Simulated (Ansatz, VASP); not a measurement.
**NbTe in VASP and in Ansatz**

Contents of INCAR:

```
SYSTEM = NbTe
PREC     = Accurate       ! precision mode
ENCUT    = 520            ! plane-wave cutoff, eV
EDIFF    = 1E-7           ! SCF threshold, eV
ISMEAR   = -1             ! smearing method
SIGMA    = 0.05           ! smearing width, eV
LREAL    = .FALSE.        ! projectors in reciprocal space
LASPH    = .TRUE.         ! aspherical terms in the spheres
NELM     = 80             ! most SCF steps
ALGO     = Normal         ! electronic algorithm
ISIF     = 2              ! what is computed and relaxed
LWAVE    = .FALSE.        ! write WAVECAR
LCHARG   = .FALSE.        ! write CHGCAR
GGA      = PE             ! functional
NBANDS   = 16             ! bands
```

The input KPOINTS:

```
regular mesh
0
G
  8 8 8
  0 0 0
```

Contents of POSCAR:

```
NbTe
1.0
    3.4928876458      0.0000000000      0.0000000000
    0.0000000000      3.4928876458      0.0000000000
    0.0000000000      0.0000000000      3.4928876458
Nb Te
1 1
Direct
    0.5000000000      0.5000000000      0.5000000000
    0.0000000000      0.0000000000      0.0000000000
```

input.yaml

```yaml
crystal:
  lattice:
    - [3.4928876458, 0.0, 0.0]
    - [0.0, 3.4928876458, 0.0]
    - [0.0, 0.0, 3.4928876458]
  atoms:
    - { symbol: Nb, position: [0.5, 0.5, 0.5] }
    - { symbol: Te, position: [0.0, 0.0, 0.0] }
hamiltonian:
  xc: pbe
  pseudopotentials: { kind: paw }
kpoints:
  mp_grid: { grid: [8, 8, 8] }
scf:
  occupations: { method: fermi_dirac, width: 0.05 }
output:
  forces: true
  stress: true
  eigenvalues: true
```

Change from the starting cell: volume scaled by 1.06.

Alike in both runs: task single point; functional PBE; k mesh 8 × 8 × 8; occupations fermi-dirac, width 0.05 eV; no spin polarisation.

```csv
,VASP,Ansatz
version,VASP 6.6.1,Ansatz 0.2.0
potentials or method,"VASP PAW PBE potentials, release 64 (Nb_sv, Te)",Ansatz PAW
plane-wave cutoff (eV),520,420
valence electrons in the cell,19,29
```

Ansatz gave:

| Quantity | Value |
| --- | --- |
| gap on the k mesh at the Fermi level (eV) | none |
| pressure (GPa) | -6.7 |

**Question.** Estimate VASP's values.

**Answer.** gap on the k mesh at the Fermi level (eV): none; pressure (GPa): -6.8.

A gap of «none» marks a metal or a gap that the smearing closes. The functional is the same, so the differences come from potentials, cutoffs and numerics. The two sets of potentials don't hold the same shells in valence.

The runs have no spin-orbit coupling, so splittings on Te are missing.
